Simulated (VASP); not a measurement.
# Li: surface energy and work function by face, part 2 of 4

How do surface energy, work function and relaxation of Li depend on the face?

VASP 6.6.1; PBE; plane waves and PAW (Li).

So far. Step 3 (The bulk reference, job self-consistent run, k-mesh …): The run ends at a pressure of 0.02 GPa.

### Step 4. Relaxing the slab, 7 atoms, face Li(110)

System of this step: Li(110). The cell holds 7 atoms: 7 Li. Cell: a = 3.439 Å, b = 2.978 Å, c = 29.589 Å, α = 90.0°, β = 90.0°, γ = 54.7°. It derives from Li. 7 layers of bcc Li, cut at this functional's lattice. Vacuum lies along c.

All atoms relax at the fixed cell.

Contents of INCAR:

```
SYSTEM = Li
PREC = Normal
ENCUT = 320
EDIFF = 1E-05
NELM = 120
ISMEAR = 1
SIGMA = 0.15
LREAL = .FALSE.
ALGO = Fast
GGA = PE
NBANDS = 10
LORBIT = 11
LWAVE = .FALSE.
LCHARG = .FALSE.
KPAR = 4
LASPH = .TRUE.
IBRION = 2
NSW = 40
ISIF = 2
EDIFFG = -0.03
POTIM = 0.4
MAXMIX = 40
```

Contents of POSCAR:

```
Li
1.0
    3.4387239088      0.0000000000      0.0000000000
    1.7193619544      2.4315449945      0.0000000000
    0.0000000000      0.0000000000     29.5892699672
Li
7
Direct
    0.0000000000      0.0000000000      0.2534702600
    0.5000000000      0.0000000000      0.3356468400
    0.0000000000      0.0000000000      0.4178234200
    0.5000000000      0.0000000000      0.5000000000
    0.0000000000      0.0000000000      0.5821765800
    0.5000000000      0.0000000000      0.6643531600
    0.0000000000      0.0000000000      0.7465297400
```

Contents of KPOINTS:

```
Automatic mesh
0
Gamma
12 12 1
0 0 0
```

PAW data sets: Li (PBE family, release 64).

On the command line:

```sh
> mpirun -np 4 vasp_std
```

The program printed:

```text
[banner, memory and clock lines left out]
running    4 mpi-ranks, on    1 nodes
 distrk:  each k-point on    1 cores,    4 groups
 distr:  one band on    1 cores,    1 groups

 POSCAR found type information on POSCAR Li
 POSCAR found :  1 types and       7 ions
 LDA part: xc-table for (Slater+PW92), standard interpolation
 POSCAR, INCAR and KPOINTS ok, starting setup
 FFT: planning ... GRIDC
 FFT: planning ... GRID_SOFT
 FFT: planning ... GRID
 WAVECAR not read
 entering main loop
       N       E                     dE             d eps       ncg     rms          rms(c)
DAV:   1    -0.558004563202E+01   -0.55800E+01   -0.14733E+03   860   0.278E+02
DAV:   2    -0.133774293057E+02   -0.77974E+01   -0.75578E+01  1294   0.371E+01
DAV:   3    -0.137132681197E+02   -0.33584E+00   -0.32987E+00  1114   0.762E+00
DAV:   4    -0.137226189775E+02   -0.93509E-02   -0.93465E-02  1328   0.160E+00
DAV:   5    -0.137229859178E+02   -0.36694E-03   -0.36693E-03  1268   0.260E-01    0.144E+00
RMM:   6    -0.141472324582E+02   -0.42425E+00   -0.91211E-01   871   0.185E+00    0.253E+00
RMM:   7    -0.129073706772E+02    0.12399E+01   -0.83808E-02   874   0.871E-01    0.616E-01
RMM:   8    -0.127869504615E+02    0.12042E+00   -0.76221E-02   877   0.674E-01    0.452E-01
RMM:   9    -0.127903254788E+02   -0.33750E-02   -0.15692E-02   869   0.402E-01    0.262E-01
RMM:  10    -0.127605962746E+02    0.29729E-01   -0.19674E-02   861   0.400E-01    0.214E-01
RMM:  11    -0.127596351549E+02    0.96112E-03   -0.28088E-03   883   0.191E-01    0.495E-02
RMM:  12    -0.127588336686E+02    0.80149E-03   -0.25688E-03   863   0.188E-01    0.413E-02
RMM:  13    -0.127593833843E+02   -0.54972E-03   -0.40282E-04   870   0.788E-02    0.214E-02
RMM:  14    -0.127598026011E+02   -0.41922E-03   -0.32772E-04   860   0.666E-02    0.264E-02
RMM:  15    -0.127598262792E+02   -0.23678E-04   -0.64590E-05   843   0.355E-02    0.133E-02
RMM:  16    -0.127599193700E+02   -0.93091E-04   -0.65396E-05   805   0.293E-02    0.661E-03
RMM:  17    -0.127599831296E+02   -0.63760E-04   -0.22107E-05   714   0.176E-02    0.341E-03
RMM:  18    -0.127600740775E+02   -0.90948E-04   -0.99777E-06   663   0.107E-02    0.252E-03
RMM:  19    -0.127601036302E+02   -0.29553E-04   -0.33787E-06   604   0.699E-03    0.110E-03
RMM:  20    -0.127601058347E+02   -0.22046E-05   -0.59597E-07   442   0.388E-03
   1 F= -.12760106E+02 E0= -.12760001E+02  d E =-.127601E+02
 curvature:   0.00 expect dE= 0.000E+00 dE for cont linesearch  0.000E+00
 trial: gam= 0.00000 g(F)=  0.726E-03 g(S)=  0.000E+00 ort = 0.000E+00 (trialstep = 0.100E+01)
 search vector abs. value=  0.726E-03
 bond charge predicted
       N       E                     dE             d eps       ncg     rms          rms(c)
DAV:   1    -0.127608345853E+02   -0.73096E-03   -0.10864E-03  1204   0.125E-01    0.114E-02
RMM:   2    -0.127608139839E+02    0.20601E-04   -0.40702E-05   847   0.301E-02    0.825E-04
RMM:   3    -0.127608148003E+02   -0.81648E-06   -0.58427E-06   568   0.147E-02
   2 F= -.12760815E+02 E0= -.12760727E+02  d E =-.708966E-03
[...]
3 F= -.12762712E+02 E0= -.12762672E+02  d E =-.260595E-02
[...]
4 F= -.12765470E+02 E0= -.12765524E+02  d E =-.536443E-02
[...]
5 F= -.12766566E+02 E0= -.12766790E+02  d E =-.646040E-02
[...]
6 F= -.12766881E+02 E0= -.12767051E+02  d E =-.677558E-02
 curvature:  -8.59 expect dE=-0.125E-02 dE for cont linesearch -0.125E-05
 trial: gam= 0.18670 g(F)=  0.146E-03 g(S)=  0.000E+00 ort = 0.103E-04 (trialstep = 0.439E+01)
 search vector abs. value=  0.175E-03
 bond charge predicted
       N       E                     dE             d eps       ncg     rms          rms(c)
DAV:   1    -0.127675917737E+02   -0.72004E-03   -0.53121E-03   982   0.274E-01    0.290E-02
RMM:   2    -0.127674550038E+02    0.13677E-03   -0.21429E-04   882   0.715E-02    0.488E-03
RMM:   3    -0.127674600358E+02   -0.50320E-05   -0.41520E-05   801   0.367E-02
   7 F= -.12767460E+02 E0= -.12767681E+02  d E =-.578620E-03
 ZBRENT: can't locate minimum, use default step
 trial-energy change:   -0.000579  1 .order   -0.000575   -0.000648   -0.000502
 step:  17.5463(harm= 19.4561)  dis= 0.02442  next Energy=   -12.768318 (dE=-0.144E-02)
 reached required accuracy - stopping structural energy minimisation
```

The job ended after 57 s (4 MPI ranks of AMD EPYC 7R13 (Zen 3), shared host; peak memory 0.72 GiB; 3.7 min of CPU time).

From OUTCAR (step 4):

```text
  LATTYP: Found a base centered orthorhombic cell.
 ALAT       =     3.4387239088
 B/A-ratio  =     1.4142135623
 C/A-ratio  =     8.6047239476

 Subroutine GETGRP returns: Found  8 space group operations
 (whereof  8 operations were pure point group operations)

The static configuration has the point symmetry D_2h.

 Found     43 irreducible k-points:

   k-points           NKPTS =     43   k-points in BZ     NKDIM =     43   number of bands    NBANDS=     10

   dimension x,y,z NGX =    16 NGY =   14 NGZ =  140
   dimension x,y,z NGXF=    32 NGYF=   28 NGZF=  280

   ENCUT  =  320.0 eV  23.52 Ry    4.85 a.u.   5.02  4.34 43.16*2*pi/ulx,y,z

   NELECT =       7.0000    total number of electrons

 E-fermi :  -1.0305

 k-point     1 :       0.0000    0.0000    0.0000
  band No.  band energies     occupation
    ...
      3      -3.9578      2.00000
      4      -3.3778      2.00000
      5      -2.6581      2.00000
      6      -1.8636      2.00000
      7      -1.0860      1.58061
      8      -0.7550     -0.02611
      9       1.7240     -0.00000
     10       2.0661      0.00000

 k-point     2 :       0.0833    0.0000    0.0000
  band No.  band energies     occupation
    ...
      2      -4.2357      2.00000
      3      -3.8589      2.00000
      4      -3.2776      2.00000
      5      -2.5552      2.00000
      6      -1.7551      2.00000
      7      -0.9662      0.34321
      8      -0.6246     -0.00088
      9       1.8391     -0.00000
     10       2.1843      0.00000

  Total       -0.0120557      0.4622624     -0.2629780      0.0000000      0.0000000      0.0000000
  in kB       -0.0780708      2.9935415     -1.7030059      0.0000000      0.0000000      0.0000000
  external PRESSURE =       0.4041549 kB  Pullay stress =       0.0000000 kB

  energy-cutoff  :      320.00
  volume of cell :      247.41
      direct lattice vectors                 reciprocal lattice vectors
     3.438723909  0.000000000  0.000000000     0.290805551 -0.205630577  0.000000000
     1.719361954  2.431544994  0.000000000     0.000000000  0.411261154  0.000000000
     0.000000000  0.000000000 29.589269967     0.000000000  0.000000000  0.033796035

 POSITION                                       TOTAL-FORCE (eV/Angst)
 -----------------------------------------------------------------------------------
      0.00000      0.00000      7.55684        -0.000000      0.000000      0.013213
      1.71936      0.00000      9.89265         0.000000     -0.000000      0.020889
      0.00000      0.00000     12.34673         0.000000      0.000000     -0.023240
      1.71936      0.00000     14.79463         0.000000      0.000000     -0.000000
      0.00000      0.00000     17.24254         0.000000      0.000000      0.023240
      3.43872      2.43154     19.69662         0.000000      0.000000     -0.020889
      3.43872      0.00000     22.03243        -0.000000      0.000000     -0.013213
 -----------------------------------------------------------------------------------
    total drift:                               -0.000000      0.000000     -0.000000

  FREE ENERGIE OF THE ION-ELECTRON SYSTEM (eV)
  ---------------------------------------------------
  free  energy   TOTEN  =       -12.7674600358 eV

  energy  without entropy=      -12.7681238046  energy(sigma->0) =      -12.76768129

 total charge
# of ion       s       p       d       tot
------------------------------------------
    1        0.121   0.081   0.000   0.202
    2        0.114   0.103   0.000   0.218
    3        0.114   0.099   0.000   0.213
    4        0.114   0.099   0.000   0.214
    5        0.114   0.099   0.000   0.213
    6        0.114   0.103   0.000   0.218
    7        0.121   0.081   0.000   0.202
--------------------------------------------------
tot          0.813   0.667   0.000   1.479

[... 1 part as in an earlier step ...]

[... 7 further parts left out ...]
```

CONTCAR:

```
Li
   1.00000000000000
     3.4387239088000001    0.0000000000000000    0.0000000000000000
     1.7193619544000001    2.4315449944999998    0.0000000000000000
     0.0000000000000000    0.0000000000000000   29.5892699671999999
  Li
     7
Direct
     0.0000000000000000    0.0000000000000000    0.2553912196466125
     0.5000000000000000    0.0000000000000000    0.3343323661127193
     0.0000000000000000    0.0000000000000000    0.4172704555842289
     0.5000000000000000    0.0000000000000000    0.5000000000000000
     0.0000000000000000    0.0000000000000000    0.5827295444157711
     0.5000000000000000    1.0000000000000000    0.6656676338872807
     1.0000000000000000    0.0000000000000000    0.7446087803533875
```

The run keeps the 8 symmetry operations of its start, so it cannot find a distortion of lower symmetry.

Relaxation path:

```tsv
step	energy less that of the first step (eV)	largest force (eV/Å)
1	0.0000	0.0752
2	-0.0007	0.0721
3	-0.0026	0.0622
4	-0.0054	0.0422
5	-0.0065	0.0448
6	-0.0068	0.0333
7	-0.0074	0.0232
```

The atoms that moved most (Å):

```tsv
atom	dx	dy	dz	length
Li7	0.000	0.000	-0.057	0.057
Li1	0.000	0.000	0.057	0.057
Li2	0.000	0.000	-0.039	0.039
Li6	0.000	0.000	0.039	0.039
Li3	0.000	0.000	-0.016	0.016
Li5	0.000	0.000	0.016	0.016
```

The relaxed structure:

```xyz
7
Lattice="3.4387 0.0000 0.0000 1.7194 2.4315 0.0000 0.0000 0.0000 29.5893" Properties=species:S:1:pos:R:3
Li    0.0000    0.0000    7.5568
Li    1.7194    0.0000    9.8927
Li    0.0000    0.0000   12.3467
Li    1.7194    0.0000   14.7946
Li    0.0000    0.0000   17.2425
Li    1.7194    0.0000   19.6966
Li    0.0000    0.0000   22.0324
```

This step gave:

* electronic steps: 41
* electrons: 7
* free energy (TOTEN): -12.77 eV
* energy at zero smearing: -12.77 eV
* Fermi energy: -1.030 eV

The run ended after 7 ionic steps, 0.007 eV below its first step, once the forces on the free atoms met EDIFFG = -0.03.

### Step 5. Vacuum level and density of states, 7 atoms, face Li(110)

A static run writes the electrostatic potential without exchange and correlation (LVHAR), which is flat in the vacuum and gives the level to count from. The dipole correction cancels the field that unlike faces would set up across the vacuum.

Contents of INCAR:

```
SYSTEM = Li
PREC = Normal
ENCUT = 320
EDIFF = 1E-06
NELM = 120
ISMEAR = 1
SIGMA = 0.15
LREAL = .FALSE.
ALGO = Fast
GGA = PE
NBANDS = 10
LORBIT = 11
LWAVE = .FALSE.
LCHARG = .TRUE.
KPAR = 4
LASPH = .TRUE.
IDIPOL = 3
LDIPOL = .TRUE.
DIPOL = 0.5 0.5 0.5
LVHAR = .TRUE.
LVACPOTAV = .TRUE.
NEDOS = 1500
```

Contents of POSCAR:

```
Li
1.0
    3.4387239088      0.0000000000      0.0000000000
    1.7193619544      2.4315449945      0.0000000000
    0.0000000000      0.0000000000     29.5892699672
Li
7
Direct
    0.0000000000      0.0000000000      0.2553912196
    0.5000000000      0.0000000000      0.3343323661
    0.0000000000      0.0000000000      0.4172704556
    0.5000000000      0.0000000000      0.5000000000
    0.0000000000      0.0000000000      0.5827295444
    0.5000000000      0.0000000000      0.6656676339
    0.0000000000      0.0000000000      0.7446087804
```

KPOINTS is that of step 4.

On the command line:

```sh
> mpirun -np 4 vasp_std
```

The program printed:

```text
[... set-up lines as in an earlier step ...]
 entering main loop
       N       E                     dE             d eps       ncg     rms          rms(c)
DAV:   1    -0.554802267706E+01   -0.55480E+01   -0.14768E+03   860   0.278E+02
DAV:   2    -0.133715977452E+02   -0.78236E+01   -0.75880E+01  1304   0.373E+01
DAV:   3    -0.136940635913E+02   -0.32247E+00   -0.31679E+00  1084   0.754E+00
DAV:   4    -0.137033302438E+02   -0.92667E-02   -0.92622E-02  1344   0.160E+00
DAV:   5    -0.137036882998E+02   -0.35806E-03   -0.35805E-03  1258   0.257E-01    0.142E+00
RMM:   6    -0.137636329320E+02   -0.59945E-01   -0.72367E-01  1120   0.166E+00    0.218E+00
RMM:   7    -0.129255171771E+02    0.83812E+00   -0.65893E-02   917   0.809E-01    0.626E-01
RMM:   8    -0.127958107926E+02    0.12971E+00   -0.80172E-02  1067   0.687E-01    0.453E-01
RMM:   9    -0.127852714005E+02    0.10539E-01   -0.16214E-02  1011   0.425E-01    0.199E-01
RMM:  10    -0.127812476586E+02    0.40237E-02   -0.28609E-02  1111   0.478E-01    0.347E-01
RMM:  11    -0.127681237402E+02    0.13124E-01   -0.60193E-03  1042   0.236E-01    0.601E-02
RMM:  12    -0.127662802224E+02    0.18435E-02   -0.24342E-03  1024   0.189E-01    0.394E-02
RMM:  13    -0.127665538364E+02   -0.27361E-03   -0.49389E-04  1080   0.848E-02    0.268E-02
RMM:  14    -0.127671614019E+02   -0.60757E-03   -0.40373E-04  1080   0.692E-02    0.285E-02
RMM:  15    -0.127671082147E+02    0.53187E-04   -0.11888E-04  1020   0.398E-02    0.106E-02
RMM:  16    -0.127673051017E+02   -0.19689E-03   -0.53545E-05  1072   0.299E-02    0.157E-02
RMM:  17    -0.127673214054E+02   -0.16304E-04   -0.35546E-05  1113   0.191E-02    0.569E-03
RMM:  18    -0.127673941138E+02   -0.72708E-04   -0.99467E-06  1024   0.118E-02    0.295E-03
RMM:  19    -0.127674531556E+02   -0.59042E-04   -0.57222E-06  1001   0.768E-03    0.905E-04
RMM:  20    -0.127674558633E+02   -0.27076E-05   -0.85506E-07   854   0.416E-03    0.648E-04
RMM:  21    -0.127674583746E+02   -0.25113E-05   -0.28962E-07   717   0.235E-03    0.231E-04
RMM:  22    -0.127674586880E+02   -0.31336E-06   -0.88980E-08   606   0.165E-03
 -----------------------------------------------------------------------------
|                                                                             |
|           W    W    AA    RRRRR   N    N  II  N    N   GGGG   !!!           |
|           W    W   A  A   R    R  NN   N  II  NN   N  G    G  !!!           |
|           W    W  A    A  R    R  N N  N  II  N N  N  G       !!!           |
|           W WW W  AAAAAA  RRRRR   N  N N  II  N  N N  G  GGG   !            |
|           WW  WW  A    A  R   R   N   NN  II  N   NN  G    G                |
|           W    W  A    A  R    R  N    N  II  N    N   GGGG   !!!           |
|                                                                             |
|     Did not find any points to average over, which means that no vacuum     |
|     field-free region was found. Please increase the size of  your cell     |
|     in the dimension of the dipole correction to obtain accurate            |
|     workfunction values.                                                    |
|                                                                             |
 -----------------------------------------------------------------------------

   1 F= -.12767459E+02 E0= -.12767674E+02  d E =0.647289E-03
```

Elapsed: 30 s, on 4 MPI ranks; peak memory 0.64 GiB; 1.9 min of CPU time.

Parts of OUTCAR (step 5):

```text
   NELECT =       7.0000    total number of electrons

 dipolmoment           0.000000      0.000000      0.000000 electrons x Angstroem

 E-fermi :  -1.0279

 k-point     1 :       0.0000    0.0000    0.0000
  band No.  band energies     occupation
    ...
      3      -3.9551      2.00000
      4      -3.3750      2.00000
      5      -2.6555      2.00000
      6      -1.8614      2.00000
      7      -1.0846      1.59240
      8      -0.7530     -0.02644
      9       1.7139     -0.00000
     10       2.0644      0.00000

  Total       -0.0143876      0.4606308     -0.2661550      0.0000000      0.0000000      0.0000000
  in kB       -0.0931719      2.9829756     -1.7235798      0.0000000      0.0000000      0.0000000
  external PRESSURE =       0.3887413 kB  Pullay stress =       0.0000000 kB

 POSITION                                       TOTAL-FORCE (eV/Angst)
 -----------------------------------------------------------------------------------
      0.00000      0.00000      7.55684         0.000000     -0.000000      0.012808
      1.71936      0.00000      9.89265         0.000000      0.000000      0.020251
      0.00000      0.00000     12.34673         0.000000      0.000000     -0.023990
      1.71936      0.00000     14.79463         0.000000      0.000000      0.000000
      0.00000      0.00000     17.24254         0.000000      0.000000      0.023990
      1.71936      0.00000     19.69662         0.000000      0.000000     -0.020251
      0.00000      0.00000     22.03243        -0.000000      0.000000     -0.012808
 -----------------------------------------------------------------------------------
    total drift:                                0.000000     -0.000000      0.000000

  FREE ENERGIE OF THE ION-ELECTRON SYSTEM (eV)
  ---------------------------------------------------
  free  energy   TOTEN  =       -12.7674586880 eV

  energy  without entropy=      -12.7681059773  energy(sigma->0) =      -12.76767445

 vacuum level on the upper side and lower side of the slab         2.153         2.153

[... 7 parts as in an earlier step ...]

[... 10 further parts left out ...]
```

Numbers from this step:

```yaml
electronic_steps: 22
fermi_energy: -1.028 eV
dipole_moment: 0, 0, 0 e·Å
vacuum_levels: 2.153, 2.153 eV
work_functions_of_the_upper_and_lower_face: 3.181, 3.181 eV
```

The planar average of the electrostatic potential oscillates, so the rows of the table below give means over windows of 2.43 Å about each position, cut where the curve ends. Its maxima inside the range that stand out by 2 % of the span (Å: eV): 8.7: 1.56, 11.1: 1.85, 13.5: 1.80, 16.1: 1.80, 18.5: 1.85, 20.9: 1.56. Its minima: 7.5: -3.43, 9.9: -3.12, 12.4: -3.14, 14.8: -3.17, 17.2: -3.14, 19.7: -3.12, 22.1: -3.43.

Zero at the Fermi level. The planar average of the electrostatic potential by height; means over each step:

```tsv
height (Å)	planar average of the electrostatic potential (eV)
1.22	3.18
3.65	3.16
6.08	1.55
8.51	-0.690
10.94	-0.321
13.37	-0.358
15.80	-0.363
18.23	-0.325
20.66	-0.634
23.09	0.438
25.52	3.14
27.95	3.18
```

Density of states in the PAW spheres, an atom over height of the layer and energy from the Fermi level.

Ten even steps from '0' (0.000 states/eV) to '9' (0.135 states/eV), each cell a mean:
```
9778779
9998999
5566655
6666666
5555555
4444444
4444444
3333333
2323232
1221221
0000000
0000000
0000000
0000000
0000000
0000000
0000000
0000000
0000000
0000000
0000000
0000000
```
Columns: height of the layer (Å) from 7.6 to 22; rows upwards: energy from the Fermi level (eV) from -7.9 to 0.5.

Valence density in the ca plane at fractional y = 0.000, with atoms of Li within 0.2 Å of it. It is the smooth field of the valence electrons, not physical close to the nuclei.

Values in e/Å³, 5 rows by 16 columns, each cell a mean:
```
0.045 0.030 0.047 0.051 0.052 0.043 0.030 0.049 0.051 0.053 0.041 0.025 0.015 0.004 0.001 0.000
0.051 0.048 0.052 0.037 0.041 0.051 0.048 0.051 0.036 0.045 0.057 0.043 0.018 0.004 0.001 0.000
0.052 0.053 0.051 0.029 0.034 0.053 0.053 0.050 0.028 0.039 0.060 0.047 0.019 0.004 0.001 0.000
0.050 0.044 0.051 0.042 0.045 0.050 0.044 0.051 0.041 0.048 0.054 0.038 0.017 0.004 0.001 0.000
0.044 0.027 0.046 0.052 0.053 0.041 0.027 0.048 0.053 0.054 0.036 0.022 0.014 0.004 0.001 0.000
```
Columns run along c (16.0 Å, from fractional 0.37 to 0.91 of the cell), rows up along a (3.4 Å). Atoms in or near the plane, at fractional coordinates: Li at (0.42, 0.00), Li at (0.50, 0.50), Li at (0.58, 0.00), Li at (0.67, 0.50), Li at (0.74, 0.00).

The map of layer states is cut here 0.5 eV above the Fermi level, so it leaves out the states above that.

The vacuum level lies 3.18 eV above the Fermi level at the upper face; both faces agree, as the slab has next to no dipole.

The program found no field-free point at its default tolerance, but its printed level agrees with the flat part of the planar average.

On this mesh the fine structure of the density of states is sampling noise, and high empty states may be cut by the number of bands.

(Part 2 of 4 ends here.)

[Lines on the potential files, build, host, timing and source positions are cut from VASP's logs without a mark.]

[Logs are printed without paths, hosts, clocks, repeated set-up lines and the standing remarks that a program may print on its own settings, such as how far it seeks lower states.]

[Hosts, paths, dates, database ids (printed as entryN), source tags and the programs' standing remarks are cut or masked in the printed files.]

[Runs that stopped without an error message from VASP are left out.]
